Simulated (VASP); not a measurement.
Output of a VASP run:

OSZICAR:
```
       N       E                     dE             d eps       ncg     rms          rms(c)
DAV:   1     0.687633823085E+03    0.68763E+03   -0.25263E+04  1680   0.202E+03
DAV:   2     0.563055856192E+02   -0.63133E+03   -0.61000E+03  1800   0.583E+02
DAV:   3    -0.653762039474E+02   -0.12168E+03   -0.11748E+03  2628   0.219E+02
DAV:   4    -0.709484338019E+02   -0.55722E+01   -0.55653E+01  2208   0.506E+01
DAV:   5    -0.711983415309E+02   -0.24991E+00   -0.24985E+00  2404   0.888E+00    0.322E+01
DAV:   6    -0.541941887650E+02    0.17004E+02   -0.12002E+02  2048   0.104E+02    0.121E+01
DAV:   7    -0.538059281811E+02    0.38826E+00   -0.17716E+01  2112   0.333E+01    0.783E+00
DAV:   8    -0.539136708753E+02   -0.10774E+00   -0.53299E+00  2108   0.208E+01    0.483E+00
DAV:   9    -0.536509442297E+02    0.26273E+00   -0.23490E+00  2200   0.132E+01    0.117E+00
DAV:  10    -0.536602780532E+02   -0.93338E-02   -0.11997E-01  2096   0.272E+00    0.212E-01
DAV:  11    -0.536602201785E+02    0.57875E-04   -0.57757E-03  2188   0.539E-01    0.962E-02
DAV:  12    -0.536602130406E+02    0.71379E-05   -0.55203E-04  2236   0.167E-01    0.627E-02
DAV:  13    -0.536601722553E+02    0.40785E-04   -0.18619E-04  2256   0.103E-01    0.890E-03
DAV:  14    -0.536601731428E+02   -0.88752E-06   -0.82212E-06  2384   0.229E-02    0.434E-03
DAV:  15    -0.536601735903E+02   -0.44748E-06   -0.17155E-06  2148   0.833E-03    0.182E-03
DAV:  16    -0.536601735409E+02    0.49355E-07   -0.59766E-07  1944   0.646E-03
   1 F= -.54892196E+02 E0= -.54892196E+02  d E =-.548922E+02
       N       E                     dE             d eps       ncg     rms          rms(c)
DAV:   1    -0.536604394171E+02   -0.26583E-03   -0.14552E-02  1792   0.129E+00    0.104E-01
DAV:   2    -0.536603281444E+02    0.11127E-03   -0.65897E-04  1968   0.243E-01    0.636E-02
DAV:   3    -0.536602651270E+02    0.63017E-04   -0.16683E-04  2200   0.118E-01    0.236E-02
DAV:   4    -0.536602568328E+02    0.82942E-05   -0.50567E-05  2184   0.621E-02    0.463E-03
DAV:   5    -0.536602567097E+02    0.12306E-06   -0.39125E-06  2080   0.192E-02    0.239E-03
DAV:   6    -0.536602567937E+02   -0.83980E-07   -0.35849E-07  1604   0.481E-03
   2 F= -.54892263E+02 E0= -.54892263E+02  d E =-.668702E-04
```

### OUTCAR
```
------------------------ aborting loop because EDIFF is reached ----------------------------------------
  Edisp (eV):   -1.23201
  FORCE on cell =-STRESS in cart. coord.  units (eV):
  Direction    XX          YY          ZZ          XY          YZ          ZX
  --------------------------------------------------------------------------------------
  Total       0.02925     0.02925     0.01052     0.00000     0.00000     0.00000
  in kB       0.74540     0.74540     0.26817     0.00000     0.00000     0.00000
  external pressure =        0.59 kB  Pullay stress =        0.00 kB
  volume of cell :       62.88
      direct lattice vectors                 reciprocal lattice vectors
     4.610252384 -0.000000000  0.000000000     0.216907865  0.000000000  0.000000000
    -0.000000000  4.610252384  0.000000000     0.000000000  0.216907865  0.000000000
     0.000000000  0.000000000  2.958335957     0.000000000  0.000000000  0.338027869
 POSITION                                       TOTAL-FORCE (eV/Angst)
 -----------------------------------------------------------------------------------
      0.00000      0.00000      0.00000        -0.000000      0.000000      0.000000
      2.30513      2.30513      1.47917        -0.000000      0.000000      0.000000
      1.40359      1.40359      0.00000        -0.000394     -0.000394      0.000000
      3.70872      0.90153      1.47917        -0.000394      0.000394      0.000000
      0.90153      3.70872      1.47917         0.000394     -0.000394      0.000000
      3.20666      3.20666      0.00000         0.000394      0.000394      0.000000
 -----------------------------------------------------------------------------------
    total drift:                                0.000000      0.000000      0.000000
  FREE ENERGIE OF THE ION-ELECTRON SYSTEM (eV)
  ---------------------------------------------------
  free  energy   TOTEN  =       -54.8922628205 eV

  energy  without entropy=      -54.8922628205  energy(sigma->0) =      -54.89226282

 reached required accuracy - stopping structural energy minimisation
```
(Selected blocks of OUTCAR.)

File POSCAR:
```
TiO2
1
    4.6084445610     0.0000000000     0.0000000000
    0.0000000000     4.6084445610     0.0000000000
    0.0000000000     0.0000000000     2.9606574330
Ti O
2 4
Direct
  0.0000000000   0.0000000000   0.0000000000
  0.5000000000   0.5000000000   0.5000000000
  0.3044685481   0.3044685481   0.0000000000
  0.8044685481   0.1955314519   0.5000000000
  0.1955314519   0.8044685481   0.5000000000
  0.6955314519   0.6955314519   0.0000000000
```

Task: Write an INCAR and KPOINTS that could have produced this output.

Result: Several could match; the one computed here: the input of the run itself, PBE GGA with D4 dispersion, plane waves, VASP's PBE PAW potentials (set 64).

**INCAR**
```
SYSTEM  =  TiO2
PREC  =  Accurate; ENCUT  =  520; LREAL  =  F
LASPH  =  T
EDIFF  =  1E-7; NELM  =  100; ALGO  =  Normal
LMAXMIX  =  4
ISMEAR  =  0; SIGMA  =  0.05
GGA  =  PE; IVDW  =  13
IBRION  =  2; NSW  =  30; ISIF  =  4
EDIFFG  =  -0.01
LWAVE  =  F; LCHARG  =  F
```

### KPOINTS
```
Automatic mesh
0
Gamma
5 5 8
0 0 0
```

POTCAR, in this order: Ti_sv O (PBE.64 set). Program: vasp_std.

The compound is TiO2 in the rutile structure. This run relaxes it. Symmetry was kept, so distortions that lower it aren't found.
